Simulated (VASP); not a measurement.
# Which phase of BN is lowest?

Wanted: relative energies and volumes of the phases of BN at several levels. Phases are named by their space groups. The structure below is that of the P6_3/mmc phase.

Program: VASP 6.6.1. Level of theory: LDA; plane waves and PAW (B, N), in the first sound run; inputs show where later runs differ. Results are calculated unless marked as measured.

### 1. Set-up

It takes space group P6_3/mmc (No. 194, hexagonal). The conventional cell has a = 2.504 Å, b = 2.504 Å, c = 6.661 Å, α = 90.00°, β = 90.00°, γ = 120.00°. Nearest to B lie 3 N at 1.45 Å. N has 3 B at 1.45 Å nearest. Farther neighbours and most contacts between anions are not listed.

Structure file:

```xyz
4
Lattice="2.5040 0.0000 0.0000 -1.2520 2.1685 0.0000 0.0000 0.0000 6.6612" Properties=species:S:1:pos:R:3 pbc="T T T"
B     0.0000    1.4457    1.6653
B     1.2520    0.7228    4.9959
N     0.0000    1.4457    4.9959
N     1.2520    0.7228    1.6653
```

### 2. Relax the crystal, LDA

One member in full, the P6_3/mmc phase: cell and atoms relax with the symmetry of the start.

This step took 2 runs in a row; the last is shown.

Level: LDA; plane waves and PAW (B, N).

INCAR

```
SYSTEM = BN
PREC = Accurate
ENCUT = 520
EDIFF = 1E-07
NELM = 120
ISMEAR = 0
SIGMA = 0.02
LREAL = .FALSE.
ALGO = Normal
GGA = CA
NBANDS = 14
LASPH = .TRUE.
LORBIT = 11
LWAVE = .FALSE.
LCHARG = .FALSE.
KPAR = 4
IBRION = 2
NSW = 60
ISIF = 3
EDIFFG = -0.01
POTIM = 0.4
```

POSCAR

```
BN
1.0
    2.4903080521      0.0000000000      0.0000000000
   -1.2451540261      2.1566700432      0.0000000000
    0.0000000000      0.0000000000      6.4394254096
B N
2 2
Direct
    0.3333333330      0.6666666670      0.2500000000
    0.6666666670      0.3333333330      0.7500000000
    0.3333333330      0.6666666670      0.7500000000
    0.6666666670      0.3333333330      0.2500000000
```

KPOINTS

```
Automatic mesh
0
Gamma
11 11 4
0 0 0
```

Potentials, in the order of the species: B and N (LDA family, release 64).

Launch:

```sh
$ mpirun -np 4 vasp_std
```

Output:

```text
[banner, memory and clock lines left out]
running    4 mpi-ranks, on    1 nodes
[...]
LDA part: xc-table for (Slater(with rela. corr.)+CA(PZ))
 , standard interpolation
 POSCAR, INCAR and KPOINTS ok, starting setup
[...]
entering main loop
       N       E                     dE             d eps       ncg     rms          rms(c)
DAV:   1     0.511852844125E+02    0.51185E+02   -0.82160E+03  1352   0.106E+03
DAV:   2    -0.391730481934E+02   -0.90358E+02   -0.82112E+02  1802   0.232E+02
DAV:   3    -0.425985530063E+02   -0.34255E+01   -0.34072E+01  1764   0.459E+01
DAV:   4    -0.426212209650E+02   -0.22668E-01   -0.22662E-01  1554   0.420E+00
[...]
DAV:  11    -0.385804003847E+02   -0.13092E-04   -0.25045E-05  1578   0.441E-02    0.176E-02
DAV:  12    -0.385803999564E+02    0.42828E-06   -0.60960E-06  1566   0.190E-02    0.121E-03
DAV:  13    -0.385803999379E+02    0.18574E-07   -0.32133E-07  1632   0.407E-03
   1 F= -.38580400E+02 E0= -.38580400E+02  d E =-.385804E+02
[...]
reached required accuracy - stopping structural energy minimisation
```

Elapsed: 6 s, on 4 MPI ranks of AMD EPYC 7R43, shared host; peak memory 0.42 GiB; 21 s of CPU time.

The logs omit lines about the potential files and the build; timing stands in the text.

OUTCAR, selected parts (step 2):

```text
  Total        0.0376486      0.0376486      0.0156443     -0.0000000     -0.0000000      0.0000000
  in kB        1.7441185      1.7441185      0.7247416     -0.0000000     -0.0000000      0.0000000
  external PRESSURE =       1.4043262 kB  Pullay stress =       0.0000000 kB

 POSITION                                       TOTAL-FORCE (eV/Angst)
 -----------------------------------------------------------------------------------
     -0.00000      1.43778      1.60986         0.000000     -0.000000      0.000000
      1.24515      0.71889      4.82957         0.000000      0.000000      0.000000
     -0.00000      1.43778      4.82957         0.000000     -0.000000      0.000000
      1.24515      0.71889      1.60986        -0.000000      0.000000      0.000000
 -----------------------------------------------------------------------------------
    total drift:                               -0.000000      0.000000      0.000000

  FREE ENERGIE OF THE ION-ELECTRON SYSTEM (eV)
  ---------------------------------------------------
  free  energy   TOTEN  =       -38.5803999379 eV

  energy  without entropy=      -38.5803999379  energy(sigma->0) =      -38.58039994

 reached required accuracy - stopping structural energy minimisation

[... 3 further parts left out ...]
[key lines of the parts left out:]
E-fermi :   2.6029
```

Numbers from this step:

| Item | Value |
| --- | --- |
| energy(sigma→0) of the program | -38.5804 eV |
| stress, compression positive | xx, yy, zz 0.17, 0.17, 0.07 GPa |
| volume | 34.585 Å³ |
| ionic steps | 1 |

### 3. Energy at another level, r2SCAN

The relaxed cell is held, and its energy is taken at another level.

Level: r2SCAN; plane waves and PAW (B, N).

INCAR

```
SYSTEM = BN
PREC = Accurate
ENCUT = 520
EDIFF = 1E-06
NELM = 100
ISMEAR = 0
SIGMA = 0.02
LREAL = .FALSE.
ALGO = Normal
METAGGA = R2SCAN
LASPH = .TRUE.
NBANDS = 14
LORBIT = 11
LWAVE = .FALSE.
LCHARG = .FALSE.
KPAR = 4
```

POSCAR is that of step 2.

KPOINTS is that of step 2.

Launch:

```sh
$ mpirun -np 4 vasp_std
```

Output:

```text
[banner, memory and clock lines left out]
running    4 mpi-ranks, on    1 nodes
[...]
|                                                                             |
|               ----> ADVICE to this user running VASP <----                  |
|                                                                             |
|     You enforced a specific xc type in the INCAR file but a different       |
|     [... a line on the potential file left out ...]
|     I HOPE YOU KNOW WHAT YOU ARE DOING!                                     |
|                                                                             |

 LDA part: xc-table for (None), standard interpolation
 POSCAR, INCAR and KPOINTS ok, starting setup
[...]
entering main loop
       N       E                     dE             d eps       ncg     rms          rms(c)
DAV:   1     0.130846611221E+02    0.13085E+02   -0.84216E+03  1352   0.109E+03
DAV:   2    -0.794989445633E+02   -0.92584E+02   -0.83815E+02  1802   0.238E+02
DAV:   3    -0.829902192412E+02   -0.34913E+01   -0.34725E+01  1734   0.468E+01
DAV:   4    -0.830126277176E+02   -0.22408E-01   -0.22397E-01  1560   0.424E+00
[...]
DAV:  11    -0.747583960284E+02   -0.29435E-04   -0.36846E-04  1480   0.175E-01    0.140E-02
DAV:  12    -0.747584052125E+02   -0.91842E-05   -0.17809E-05  1668   0.354E-02    0.463E-03
DAV:  13    -0.747584050672E+02    0.14536E-06   -0.22254E-06  1526   0.126E-02
   1 F= -.74758405E+02 E0= -.74758405E+02  d E =-.431402E-40
```

Wall time 26 s (4 MPI ranks); peak memory 0.5 GiB; 1.7 min of CPU time.

Parts of OUTCAR (step 3):

```text
  Total        1.0768653      1.0768653      0.4294842     -0.0000000      0.0000000      0.0000000
  in kB       49.8870788     49.8870791     19.8963718     -0.0000000      0.0000000      0.0000000
  external PRESSURE =      39.8901766 kB  Pullay stress =       0.0000000 kB

 POSITION                                       TOTAL-FORCE (eV/Angst)
 -----------------------------------------------------------------------------------
     -0.00000      1.43778      1.60986        -0.000000     -0.000000      0.000000
      1.24515      0.71889      4.82957        -0.000000      0.000000      0.000000
     -0.00000      1.43778      4.82957         0.000000      0.000000      0.000000
      1.24515      0.71889      1.60986        -0.000000     -0.000000      0.000000
 -----------------------------------------------------------------------------------
    total drift:                               -0.000000      0.000000      0.000000

  FREE ENERGIE OF THE ION-ELECTRON SYSTEM (eV)
  ---------------------------------------------------
  free  energy   TOTEN  =       -74.7584050672 eV

  energy  without entropy=      -74.7584050672  energy(sigma->0) =      -74.75840507

[... 2 parts as in an earlier step ...]

[... 1 further part left out ...]
[key lines of the parts left out:]
E-fermi :   2.7128
```

This run gave:

```
energy(sigma→0) of the program : -74.7584 eV
stress, compression positive   : xx, yy, zz 4.99, 4.99, 1.99 GPa
```

The run ends at a pressure of 3.99 GPa.

### 4. Energy at another level, r2SCAN+rVV10

The relaxed cell is held, and its energy is taken at another level.

Level: r2SCAN with rVV10; plane waves and PAW (B, N).

INCAR, as its differences from that of step 3:

```diff
@@ -10,2 +10,6 @@
 METAGGA = R2SCAN
+LUSE_VDW = .TRUE.
+IVDW_NL = 2
+BPARAM = 11.95
+CPARAM = 0.0093
 LASPH = .TRUE.
```

POSCAR is that of step 3.

KPOINTS is that of step 3.

Launch:

```sh
$ mpirun -np 4 vasp_std
```

Output:

```text
[banner, memory and clock lines left out]
running    4 mpi-ranks, on    1 nodes
[...]
|                                                                             |
|               ----> ADVICE to this user running VASP <----                  |
|                                                                             |
|     You have switched on vdW-DFT.                                           |
|     This routine was written and supplied by Jiri Klimes. We recommend      |
|     that you carefully read and cite the following publications:            |
|       J. Klimes, D.R. Bowler, A. Michelides                                 |
|          J. Phys.: Cond Matt. 22 022201 (2010)                              |
|       J. Klimes, D.R. Bowler, A. Michelides                                 |
|          Phys. Rev. B. 83, 195131 (2011)                                    |
|     and references therein.                                                 |
|                                                                             |

 [... a notice as in an earlier step ...]

 LDA part: xc-table for (None), standard interpolation
 POSCAR, INCAR and KPOINTS ok, starting setup
[...]
entering main loop
       N       E                     dE             d eps       ncg     rms          rms(c)
Total rVV10 correction in eV:      0.2464534    16.3379848
Total rVV10 correction in eV:      0.2464534    16.3379848
Total rVV10 correction in eV:      0.2464534    16.3379848
Total rVV10 correction in eV:      0.2464534    16.3379848
DAV:   1     0.132896457967E+02    0.13290E+02   -0.84155E+03  1352   0.109E+03
DAV:   2    -0.791451930029E+02   -0.92435E+02   -0.83615E+02  1802   0.238E+02
DAV:   3    -0.826320445785E+02   -0.34869E+01   -0.34680E+01  1734   0.468E+01
DAV:   4    -0.826543141855E+02   -0.22270E-01   -0.22259E-01  1560   0.423E+00
DAV:   5    -0.826545543352E+02   -0.24015E-03   -0.24012E-03  1752   0.409E-01    0.108E+01
Total rVV10 correction in eV:      0.2841610    16.3379852
Total rVV10 correction in eV:      0.2841610    16.3379852
Total rVV10 correction in eV:      0.2841610    16.3379852
Total rVV10 correction in eV:      0.2841610    16.3379852
DAV:   6    -0.746075245721E+02    0.80470E+01   -0.44138E+00  1650   0.165E+01    0.530E+00
Total rVV10 correction in eV:      0.3100024    16.3379851
Total rVV10 correction in eV:      0.3100024    16.3379851
Total rVV10 correction in eV:      0.3100024    16.3379851
Total rVV10 correction in eV:      0.3100024    16.3379851
DAV:   7    -0.744511018974E+02    0.15642E+00   -0.97049E-01  1674   0.756E+00    0.292E+00
Total rVV10 correction in eV:      0.3335654    16.3379850
Total rVV10 correction in eV:      0.3335654    16.3379850
Total rVV10 correction in eV:      0.3335654    16.3379850
Total rVV10 correction in eV:      0.3335654    16.3379850
DAV:   8    -0.744253759600E+02    0.25726E-01   -0.17722E-01  1620   0.331E+00    0.476E-01
Total rVV10 correction in eV:      0.3355268    16.3379850
Total rVV10 correction in eV:      0.3355268    16.3379850
Total rVV10 correction in eV:      0.3355268    16.3379850
Total rVV10 correction in eV:      0.3355268    16.3379850
DAV:   9    -0.744195248458E+02    0.58511E-02   -0.20678E-02  1668   0.120E+00    0.140E-01
Total rVV10 correction in eV:      0.3363640    16.3379850
Total rVV10 correction in eV:      0.3363640    16.3379850
Total rVV10 correction in eV:      0.3363640    16.3379850
Total rVV10 correction in eV:      0.3363640    16.3379850
DAV:  10    -0.744202497738E+02   -0.72493E-03   -0.17453E-03  1518   0.322E-01    0.103E-01
Total rVV10 correction in eV:      0.3371844    16.3379850
Total rVV10 correction in eV:      0.3371844    16.3379850
Total rVV10 correction in eV:      0.3371844    16.3379850
Total rVV10 correction in eV:      0.3371844    16.3379850
DAV:  11    -0.744202702808E+02   -0.20507E-04   -0.34148E-04  1428   0.169E-01    0.137E-02
Total rVV10 correction in eV:      0.3372806    16.3379850
Total rVV10 correction in eV:      0.3372806    16.3379850
Total rVV10 correction in eV:      0.3372806    16.3379850
Total rVV10 correction in eV:      0.3372806    16.3379850
DAV:  12    -0.744202784481E+02   -0.81672E-05   -0.15857E-05  1650   0.333E-02    0.446E-03
Total rVV10 correction in eV:      0.3372848    16.3379850
Total rVV10 correction in eV:      0.3372848    16.3379850
Total rVV10 correction in eV:      0.3372848    16.3379850
Total rVV10 correction in eV:      0.3372848    16.3379850
DAV:  13    -0.744202782504E+02    0.19761E-06   -0.20660E-06  1438   0.121E-02
Total rVV10 correction in eV:      0.3372758    16.3379850
Total rVV10 correction in eV:      0.3372758    16.3379850
Total rVV10 correction in eV:      0.3372758    16.3379850
Total rVV10 correction in eV:      0.3372758    16.3379850
Total rVV10 correction in eV:      0.3372735    16.3379850
Total rVV10 correction in eV:      0.3372735    16.3379850
Total rVV10 correction in eV:      0.3372735    16.3379850
Total rVV10 correction in eV:      0.3372735    16.3379850
   1 F= -.74420278E+02 E0= -.74420278E+02  d E =-.315772E-33
```

Elapsed: 44 s, on 4 MPI ranks; peak memory 0.82 GiB; 2.8 min of CPU time.

OUTCAR, selected parts (step 4):

```text
  LATTYP: Found a hexagonal cell.
 ALAT       =     2.4903080521
 C/A-ratio  =     2.5857947189

 Subroutine GETGRP returns: Found 24 space group operations
 (whereof 12 operations were pure point group operations)

The static configuration has the point symmetry D_3d.
 The point group associated with its full space group is D_6h.

 Found     48 irreducible k-points:

   dimension x,y,z NGX =    20 NGY =   20 NGZ =   48
   dimension x,y,z NGXF=    40 NGYF=   40 NGZF=   96

   ENCUT  =  520.0 eV  38.22 Ry    6.18 a.u.   4.63  4.63 11.97*2*pi/ulx,y,z

   NELECT =      16.0000    total number of electrons

 E-fermi :   2.6852

 k-point     1 :       0.0000    0.0000    0.0000
  band No.  band energies     occupation
    ...
      4      -1.5956      2.00000
      5       1.1465      2.00000
      6       1.1465      2.00000
      7       1.1986      2.00000
      8       1.1986      2.00000
      9       8.2474      0.00000
     10      13.9868      0.00000
     11      14.8800      0.00000
     12      14.8800      0.00000
     13      15.0473      0.00000
    ...

 k-point     2 :       0.0909    0.0000    0.0000
  band No.  band energies     occupation
    ...
      4      -1.3868      2.00000
      5       0.4471      2.00000
      6       0.4963      2.00000
      7       0.8209      2.00000
      8       0.8795      2.00000
      9       8.5511      0.00000
     10      13.8467      0.00000
     11      14.7116      0.00000
     12      14.9788      0.00000
     13      15.6322      0.00000
    ...

  Total        1.0496470      1.0496470      0.0683953     -0.0000000     -0.0000000      0.0000000
  in kB       48.6261590     48.6261593      3.1684932     -0.0000000     -0.0000000      0.0000000
  external PRESSURE =      33.4736038 kB  Pullay stress =       0.0000000 kB

 POSITION                                       TOTAL-FORCE (eV/Angst)
 -----------------------------------------------------------------------------------
     -0.00000      1.43778      1.60986         0.000000      0.000000      0.000000
      1.24515      0.71889      4.82957         0.000000     -0.000000      0.000000
     -0.00000      1.43778      4.82957         0.000000     -0.000000      0.000000
      1.24515      0.71889      1.60986        -0.000000      0.000000      0.000000
 -----------------------------------------------------------------------------------
    total drift:                               -0.000000      0.000000      0.000000

  FREE ENERGIE OF THE ION-ELECTRON SYSTEM (eV)
  ---------------------------------------------------
  free  energy   TOTEN  =       -74.4202782504 eV

  energy  without entropy=      -74.4202782504  energy(sigma->0) =      -74.42027825

 total charge
# of ion       s       p       d       tot
------------------------------------------
    1        0.759   1.431   0.000   2.190
    2        0.759   1.431   0.000   2.190
    3        1.244   2.796   0.000   4.041
    4        1.244   2.796   0.000   4.041
--------------------------------------------------
tot          4.006   8.455   0.000  12.461

[... 2 parts as in an earlier step ...]

[... 7 further parts left out ...]
```

This run gave:

| Item | Value |
| --- | --- |
| energy(sigma→0) of the program | -74.4203 eV |
| stress, compression positive | xx, yy, zz 4.86, 4.86, 0.32 GPa |

The run ends at a pressure of 3.35 GPa.

### 5. Energy at another level, PBE

The relaxed cell is held, and its energy is taken at another level.

Level: PBE; plane waves and PAW (B, N).

INCAR

```
SYSTEM = BN
PREC = Accurate
ENCUT = 520
EDIFF = 1E-06
NELM = 100
ISMEAR = 0
SIGMA = 0.02
LREAL = .FALSE.
ALGO = Normal
GGA = PE
NBANDS = 14
LASPH = .TRUE.
LORBIT = 11
LWAVE = .FALSE.
LCHARG = .FALSE.
KPAR = 4
```

POSCAR is that of step 4.

KPOINTS is that of step 4.

Launch:

```sh
$ mpirun -np 4 vasp_std
```

Output:

```text
[banner, memory and clock lines left out]
running    4 mpi-ranks, on    1 nodes
[...]
[... a notice as in an earlier step ...]

 LDA part: xc-table for (Slater+PW92), standard interpolation
 POSCAR, INCAR and KPOINTS ok, starting setup
[...]
entering main loop
       N       E                     dE             d eps       ncg     rms          rms(c)
DAV:   1     0.550222464399E+02    0.55022E+02   -0.82279E+03  1352   0.106E+03
DAV:   2    -0.357648340428E+02   -0.90787E+02   -0.82455E+02  1796   0.233E+02
DAV:   3    -0.392010308369E+02   -0.34362E+01   -0.34180E+01  1752   0.460E+01
DAV:   4    -0.392238893057E+02   -0.22858E-01   -0.22848E-01  1584   0.424E+00
[...]
DAV:  11    -0.353316696127E+02   -0.11287E-03   -0.13575E-04  1596   0.103E-01    0.270E-02
DAV:  12    -0.353316701046E+02   -0.49187E-06   -0.24877E-05  1518   0.388E-02    0.271E-03
DAV:  13    -0.353316702238E+02   -0.11924E-06   -0.88510E-07  1332   0.721E-03
   1 F= -.35331670E+02 E0= -.35331670E+02  d E =-.564179E-16
```

Elapsed: 6.4 s, on 4 MPI ranks; peak memory 0.49 GiB; 23 s of CPU time.

[end of part 1 of 2]

[Lines on the potential files, build, host, timing and source positions are cut from VASP's logs without a mark.]

[Logs are printed without paths, hosts, clocks, repeated set-up lines and the standing remarks that a program may print on its own settings, such as how far it seeks lower states.]

[Hosts, paths, dates, database ids (printed as entryN), source tags and the programs' standing remarks are cut or masked in the printed files.]
